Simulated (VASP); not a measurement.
Crystal: BPt.

```xyz
2
Lattice="-1.6113 1.6113 2.2516 1.6113 -1.6113 2.2516 1.6113 1.6113 -2.2516" Properties=species:S:1:pos:R:3 pbc="T T T"
B     0.0000    0.0000    2.2516
Pt    0.0000    0.0000    0.0000
```

The cell was built by a generator and needn't be a form met in nature.

```yaml
Program: VASP 6.6.1
Task: relaxation of cell and atoms
Functional: SCAN
Potentials_or_basis: VASP PAW PBE potentials, release 64 (B, Pt)
Cutoff: 600 eV
k_mesh: 12 × 12 × 12
Occupations: gaussian, width 0.05 eV
Spin: no spin polarisation
```

At the start: pressure -9.8 GPa; volume 11.69 Å³/atom.

Task: Where does the relaxation end?

Result: Over 6 steps the energy falls by 15.5 meV/atom and the volume is 11.22 Å³/atom (-4.1 %); space group Fm-3m (No. 225, to 0.05 Å).

The path:
```csv
step,energy change (eV),largest force (eV/Å),pressure (GPa),volume (Å³)
1,0.0000,0.0000,-9.82,23.38
2,0.0527,0.0000,20.10,21.04
3,-0.0300,0.0000,-0.16,22.46
4,-0.0300,0.0000,0.07,22.45
5,-0.0309,0.0000,0.10,22.44
6,-0.0310,0.0000,0.13,22.44
```

Final structure:
```yaml
crystal:
  lattice:
    - [-1.58300, 1.58300, 2.23842]
    - [1.58300, -1.58300, 2.23842]
    - [1.58300, 1.58300, -2.23842]
  atoms:
    - { symbol: B, position: [0.50000, 0.50000, 0.00000] }
    - { symbol: Pt, position: [0.00000, 0.00000, 0.00000] }
```

Caveat: the PAW data sets were made with another functional, which shifts forces and pressure a little.
